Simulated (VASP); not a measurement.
Data:

```yaml
crystal:
  lattice:
    - [2.90691, 0.00000, 0.00000]
    - [0.00000, 2.90691, 0.00000]
    - [0.00000, 0.00000, 2.90691]
  atoms:
    - { symbol: Zn, position: [0.50000, 0.50000, 0.50000] }
    - { symbol: Cu, position: [0.00000, 0.00000, 0.00000] }
```

Method: PBEsol GGA, VASP's PBE PAW potentials (set 64) (plane waves; VASP). Settings: 400 eV cut-off, 14×14×14 Γ-centred mesh, tetrahedra with Blöchl corrections, potentials Zn Cu.

Task: What does the run give for the energy per atom (σ→0), band gap (on the k-mesh) with the smallest direct gap where there is one?

Result: 
The band gap (on the k-mesh) comes out as none (metal, semimetal or under 0.01 eV). The energy per atom (σ→0) is -3.047 eV/atom.

The compound is CuZn in the CsCl type structure. It was relaxed first. The electron count is odd and the run is not spin-polarised, which forces a metal.
